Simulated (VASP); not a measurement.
Input of a VASP 6.6.1 run:

INCAR

```
SYSTEM = LaLuN2
ALGO = Normal
EDIFF = 1E-7
EDIFFG = -0.005
ENCUT = 520
GGA = PE
IBRION = 2
ISIF = 3
ISMEAR = 0
KPAR = 4
LASPH = .TRUE.
LCHARG = .FALSE.
LREAL = .FALSE.
LWAVE = .FALSE.
NELM = 120
NSW = 60
POTIM = 0.3
PREC = Accurate
SIGMA = 0.1
```

Contents of KPOINTS:

```
k-points
0
G
  8 8 6
  0 0 0
```

POSCAR

```
LaLuN2                                  
1.0
    5.3414897865      0.0000000000      0.0000000000
   -2.6707448933      4.6258658491     -0.0000000000
    0.0000000000     -0.0000000000      5.5295267233
  La              Lu              N             
     1     1     2
Direct
     0.0000000000000000    0.0000000000000000    0.0000000000000000
     0.6666666699999979    0.3333333300000021    0.0000000000000000
     0.6666666699999979    0.3333333300000021    0.3909153715215745
     0.6666666699999979    0.3333333300000021    0.6090846284784251
```

Potentials or basis: VASP PAW PBE potentials, release 64 (La, Lu, N).

The run is started by

```sh
$ cat potpaw_PBE.64/La/POTCAR potpaw_PBE.64/Lu/POTCAR potpaw_PBE.64/N/POTCAR > POTCAR
$ mpirun -np 4 vasp_std > vasp.out
```

Predict the band gap on the k mesh.

none (metal or under the smearing width).

Estimate the space group after relaxing (to 0.05 Å).

P-6m2 (No. 187).

Predict the relaxed cell.

a = 5.428 Å, b = 5.428 Å, c = 5.542 Å, α = 90.00°, β = 90.00°, γ = 120.00°.

Predict the relaxed volume.

35.35 Å³/atom.

The path:
| step | energy change (eV) | largest force (eV/Å) | pressure (GPa) | volume (Å³) |
| --- | --- | --- | --- | --- |
| 1 | 0.0000 | 0.0845 | 0.47 | 136.63 |
| 2 | -0.0037 | 0.1771 | 0.45 | 137.82 |
| 3 | -0.0051 | 0.6319 | 0.41 | 139.80 |
| 4 | -0.0059 | 0.5807 | 0.34 | 140.09 |
| 5 | -0.0074 | 0.4283 | 0.15 | 140.97 |
| 6 | -0.0077 | 0.1325 | -0.22 | 142.75 |
| 7 | -0.0080 | 0.2495 | -0.08 | 142.04 |
| 8 | -0.0083 | 0.1922 | -0.08 | 141.91 |
| 9 | -0.0088 | 0.0235 | -0.09 | 141.51 |
| 10 | -0.0089 | 0.0452 | -0.09 | 141.35 |
| 11 | -0.0090 | 0.0201 | -0.04 | 141.24 |
| 12 | -0.0090 | 0.0181 | 0.02 | 141.08 |
| 13 | -0.0090 | 0.0212 | 0.03 | 141.07 |
| 14 | -0.0090 | 0.0075 | 0.03 | 141.07 |
| 15 | -0.0090 | 0.0313 | 0.01 | 141.10 |
| 16 | -0.0091 | 0.0263 | 0.03 | 141.10 |
| 17 | -0.0091 | 0.0127 | 0.04 | 141.13 |
| 18 | -0.0091 | 0.0068 | 0.04 | 141.15 |
| 19 | -0.0091 | 0.0088 | 0.04 | 141.21 |
| 20 | -0.0091 | 0.0403 | 0.03 | 141.34 |
| 21 | -0.0091 | 0.0316 | 0.03 | 141.30 |
| 22 | -0.0091 | 0.0251 | 0.02 | 141.33 |
| 23 | -0.0091 | 0.0057 | 0.01 | 141.40 |
| 24 | -0.0091 | 0.0000 | -0.02 | 141.42 |
| 25 | -0.0091 | 0.0044 | -0.01 | 141.41 |
| 26 | -0.0091 | 0.0053 | 0.00 | 141.40 |
| 27 | -0.0091 | 0.0038 | -0.02 | 141.40 |
| 28 | -0.0091 | 0.0006 | 0.00 | 141.41 |

Caveat: the standard files for N, O and F lose accuracy on very short bonds. The run has no spin-orbit coupling, so splittings on La, Lu are missing.
